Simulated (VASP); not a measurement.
OSZICAR of a VASP run on ZnS (zinc blende):

### OSZICAR
```
       N       E                     dE             d eps       ncg     rms          rms(c)
DAV:   1     0.937217487552E+02    0.93722E+02   -0.93043E+03   754   0.170E+03
DAV:   2     0.300725394791E+01   -0.90714E+02   -0.86194E+02   819   0.289E+02
DAV:   3    -0.314991416923E+01   -0.61572E+01   -0.61285E+01   929   0.765E+01
DAV:   4    -0.322883357521E+01   -0.78919E-01   -0.78885E-01   844   0.912E+00
DAV:   5    -0.323004391535E+01   -0.12103E-02   -0.12103E-02   904   0.111E+00    0.772E+00
DAV:   6    -0.282589218213E+01    0.40415E+00   -0.96885E-01  1114   0.375E+01    0.585E+00
DAV:   7    -0.280906538876E+01    0.16827E-01   -0.34692E-01   774   0.602E+00    0.298E+00
DAV:   8    -0.280736535544E+01    0.17000E-02   -0.50119E-03   905   0.915E-01    0.894E-01
DAV:   9    -0.280718132067E+01    0.18403E-03   -0.10709E-03   799   0.338E-01    0.920E-02
DAV:  10    -0.280722496508E+01   -0.43644E-04   -0.64045E-05   844   0.852E-02    0.262E-02
DAV:  11    -0.280723562783E+01   -0.10663E-04   -0.13201E-05   784   0.596E-02    0.487E-03
DAV:  12    -0.280723579145E+01   -0.16362E-06   -0.14941E-06   969   0.204E-02    0.326E-03
DAV:  13    -0.280723579409E+01   -0.26341E-08   -0.13334E-07   672   0.340E-03
   1 F= -.28072358E+01 E0= -.28072358E+01  d E =-.209059E-13
```

### Question
Which electronic solver shows in the log?

### Answer
It is blocked Davidson (ALGO = Normal, or the opening steps of other solvers). The INCAR had ALGO = Normal.

### Question
Can the final energy be trusted as converged?

### Answer
The calculation finished and met its thresholds. It stopped with EDIFF = 1E-7, NELM = 100 (rev-vdW-DF2, plane waves, VASP's PBE PAW potentials (set 64)).

The compound is ZnS in the zinc blende structure. This cell is one point of a volume scan, at 0.94 of the reference volume.
